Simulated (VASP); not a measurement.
Here is the system:

```
CELL_PARAMETERS angstrom
      6.48512     0.00000     0.00000
      0.00000     6.48512     0.00000
      0.00000     0.00000     6.48512
ATOMIC_POSITIONS crystal
  K  0.00000 0.00000 0.00000
  K  0.50000 0.50000 0.00000
  K  0.50000 0.00000 0.50000
  K  0.00000 0.50000 0.50000
  Cl 0.50000 0.50000 0.50000
  Cl 0.00000 0.00000 0.50000
  Cl 0.00000 0.50000 0.00000
  Br 0.50000 0.00000 0.00000
```

Method: HSE06 screened hybrid, VASP's PBE PAW potentials (set 64) (plane waves; VASP). Numerical set-up: 400 eV cut-off, 4×4×4 Γ-centred mesh, Gaussian smearing of 0.050 eV, potentials K_sv Cl Br.

### Question
Predict the energy per atom (σ→0), band gap (over the mesh, the named points and PBE's band edges) with the smallest direct gap where there is one.

### Answer

```
Item                                                                                 Value
--------------------------------------------------------------------------  --------------
band gap (over the mesh, the named points and PBE's band edges)                    6.04 eV
smallest direct gap (over the mesh, the named points and PBE's band edges)         6.04 eV
energy per atom (σ→0)                                                       -3.847 eV/atom
```

The structure was generated: K4BrCl3 was put into an ordered model structure (Pm-3m), which need not be its known phase. It was relaxed first, which changed the volume by +6 %.
